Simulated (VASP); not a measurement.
VASP ran on this input.

### POSCAR
```
NbRu3
3.918910
  1.0000000000   0.0000000000   0.0000000000
  0.0000000000   1.0000000000   0.0000000000
  0.0000000000   0.0000000000   1.0000000000
Nb Ru
1 3
Direct
  0.0000000000   0.0000000000   0.0000000000
  0.0000000000   0.5000000000   0.5000000000
  0.5000000000   0.0000000000   0.5000000000
  0.5000000000   0.5000000000   0.0000000000
```

File KPOINTS:
```
Automatic mesh
0
Gamma
6 6 6
0 0 0
```

### INCAR
```
ISMEAR=-1   ! Fermi-Dirac
LMAXMIX=4   ! l cut-off of mixed one-centre charges
ISIF=2   ! forces and stress, cell fixed
ENCUT=300   ! plane-wave cut-off (eV)
ALGO=Normal
PREC=Accurate
NELM=100
EDIFF=1E-6
LWAVE=.FALSE.
LREAL=.FALSE.
SYSTEM=NbRu3
SIGMA=0.1
LASPH=.TRUE.
LCHARG=.FALSE.
```

POTCAR, in this order: Nb_sv Ru_pv (LDA.64 set). Program: vasp_std.

Problem. Translate this LDA calculation to Ansatz.

Solution. One equivalent input (not run):
Ansatz 0.2 input:
```yaml
crystal:
  lattice:
    - [3.9189100, 0.0000000, 0.0000000]
    - [0.0000000, 3.9189100, 0.0000000]
    - [0.0000000, 0.0000000, 3.9189100]
  atoms:
    - { symbol: Nb, position: [0.0000000, 0.0000000, 0.0000000] }
    - { symbol: Ru, position: [0.0000000, 0.5000000, 0.5000000] }
    - { symbol: Ru, position: [0.5000000, 0.0000000, 0.5000000] }
    - { symbol: Ru, position: [0.5000000, 0.5000000, 0.0000000] }
kpoints:
  mp_grid: { grid: [6, 6, 6] }
hamiltonian:
  xc: lda
  pseudopotentials: { kind: paw }
scf:
  occupations: { method: fermi_dirac, width: 0.1 }
  max_iter: 100
output: { forces: true, stress: true, eigenvalues: true }
```
Limits of the translation: each code has its own PAW files, so the cut-off isn't converted (ENCUT is set for VASP's; basis.ecutwfc is left out, and Ansatz then takes the one that its files recommend); Ansatz stops its SCF on the density residual and VASP on the energy change (EDIFF); Ansatz's lda is the Perdew-Wang form, while the LDA potentials of VASP carry Perdew-Zunger's.

The structure comes from a computed database's NbRu3 entry; how it stands against other phases isn't given here. The cell was not relaxed at this level. The run is one of a series of settings (GGA removed, POTCAR Nb_sv Ru_pv (LDA.64 set) against the base run), some of them coarse on purpose.
